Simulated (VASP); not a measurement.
Data:

```
CELL_PARAMETERS angstrom
      0.00000     2.97000     2.97000
      2.97000     0.00000     2.97000
      2.97000     2.97000     0.00000
ATOMIC_POSITIONS crystal
  Pb 0.00000 0.00000 0.00000
  S  0.50000 0.50000 0.50000
```

Method: PBEsol GGA, VASP's PBE PAW potentials (set 64) (plane waves; VASP). Numerical set-up: 300 eV cut-off, 5×5×5 Γ-centred mesh, Fermi-Dirac smearing of 0.050 eV, potentials Pb_d S.

At this cut-off the stress carries a Pulay error, which pulls relaxed volumes low.

Estimate the energy per atom (σ→0), pressure.

```yaml
energy per atom (σ→0): -4.733 eV/atom
pressure: -1.82 GPa
```

Only differences to runs with the same potentials and settings are physical.

The structure is a typed PbS crystal. The cell was not relaxed at this level.
